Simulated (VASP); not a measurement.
Given:

```
CELL_PARAMETERS angstrom
      4.15892     0.00000     0.00000
     -2.07946     3.60173     0.00000
      0.00000     0.00000     6.38446
ATOMIC_POSITIONS crystal
  Ge 0.00000 0.00000 0.00000
  Ge 0.00000 0.00000 0.50000
  Sn 0.33333 0.66667 0.25000
  Sn 0.66667 0.33333 0.75000
```

All values below come from PBEsol GGA, VASP's PBE PAW potentials (set 64) (plane waves; VASP). Settings: 400 eV cut-off, Gaussian smearing of 0.050 eV, potentials Ge_d Sn_d.

Q: Give the energies of bands 23 to 32 at the high-symmetry points, in eV from the Fermi level.

A: 
| band | Γ | M | K | A | L | H |
|---|---|---|---|---|---|---|
| 23 | -8.13 | -7.12 | -7.61 | -4.14 | -7.30 | -7.41 |
| 24 | -1.77 | -5.62 | -6.86 | -4.14 | -7.30 | -7.41 |
| 25 | -0.92 | -4.76 | -4.31 | -0.22 | -1.87 | -4.55 |
| 26 | -0.92 | -3.74 | -2.74 | -0.22 | -1.87 | -4.55 |
| 27 | 1.03 | -2.89 | -2.74 | -0.22 | -1.69 | -0.81 |
| 28 | 1.03 | 0.41 | -2.40 | -0.22 | -1.69 | -0.81 |
| 29 | 1.43 | 0.79 | -2.40 | 0.32 | -0.91 | 1.44 |
| 30 | 1.67 | 1.34 | 4.16 | 0.32 | -0.91 | 1.44 |
| 31 | 1.67 | 1.51 | 4.29 | 2.94 | 2.77 | 2.12 |
| 32 | 1.69 | 2.44 | 5.25 | 2.94 | 2.77 | 2.12 |

It has no gap at this level: it comes out as a metal or semimetal.

The structure was generated: GeSn was put into the NiAs type type (P6_3/mmc), which need not be its known phase. It was relaxed first, which changed the volume by +13 %.
